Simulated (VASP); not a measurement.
A snapshot from molecular dynamics of Nb, step 11; the first frame, the perfect lattice, has an electronic free energy F (no ionic kinetic energy) of -10.334 eV/atom. The Γ point alone samples so small a cell crudely.

Here is the system:

```
Nb
1.0
   -4.95000     4.95000     4.95000
    4.95000    -4.95000     4.95000
    4.95000     4.95000    -4.95000
Nb
27
Direct
  0.99427   0.00383   0.00287
  0.99663   0.01215   0.33866
  0.99926   0.00125   0.66694
  0.99165   0.33448   0.99159
  0.00044   0.33717   0.33611
  0.99577   0.32823   0.66990
  0.99818   0.66516   0.99995
  0.01004   0.65928   0.32933
  0.00132   0.66402   0.66117
  0.33763   0.00459   0.01039
  0.33270   0.99399   0.32679
  0.33484   0.99688   0.67244
  0.32920   0.32991   0.00343
  0.34036   0.33000   0.33201
  0.33621   0.33770   0.66502
  0.32773   0.67026   0.00493
  0.33980   0.67035   0.33042
  0.32964   0.66175   0.66722
  0.66429   0.00288   0.00003
  0.66718   0.99413   0.33638
  0.65822   0.99968   0.65619
  0.67131   0.33098   0.00190
  0.66504   0.33236   0.33165
  0.67294   0.33522   0.66325
  0.66933   0.66812   0.00095
  0.66567   0.67058   0.33214
  0.67035   0.66503   0.66835
```

Method: PBE GGA, VASP's PBE PAW potentials (set 64) (plane waves; VASP). Numerical set-up: PREC = Normal, LREAL = Auto, ISYM = 0, EDIFF = 1E-5, 300 eV cut-off, 1×1×1 Γ-centred mesh, Fermi-Dirac smearing of 0.069 eV, potentials Nb_sv.

Give F per atom of this frame and the forces (eV/Å).

-10.311 eV/atom.
```
atom     Fx     Fy     Fz
----  -----  -----  -----
Nb1   -0.38   0.20   0.44
Nb2   -1.35   0.57  -0.10
Nb3    0.38  -0.33  -0.47
Nb4   -0.03   1.00  -0.17
Nb5   -0.45  -0.28  -0.33
Nb6    0.21  -0.81   0.58
Nb7   -0.49   0.07   0.46
Nb8    1.11  -0.86  -0.23
Nb9    0.43   0.44  -0.93
Nb10  -0.46  -0.14  -0.40
Nb11   0.55   0.59   0.38
Nb12  -0.52  -0.51   0.83
Nb13   0.34  -0.29   0.76
Nb14   0.72  -0.78  -0.06
Nb15   0.01   0.48  -0.66
Nb16  -0.55   0.52   0.00
Nb17  -0.21  -0.27  -0.71
Nb18   0.06   0.02   0.73
Nb19   0.16   0.52  -0.23
Nb20   0.96  -1.38   0.53
Nb21   0.08   0.95   0.24
Nb22   0.12  -0.36   0.09
Nb23  -0.30   0.93   0.05
Nb24  -0.37   0.03  -0.65
Nb25   0.53  -0.07  -0.28
Nb26  -0.48   0.55  -0.31
Nb27  -0.07  -0.76   0.44
```

The cell is a supercell, built from Nb (bcc). Its lattice is the typed one, not relaxed at this level.
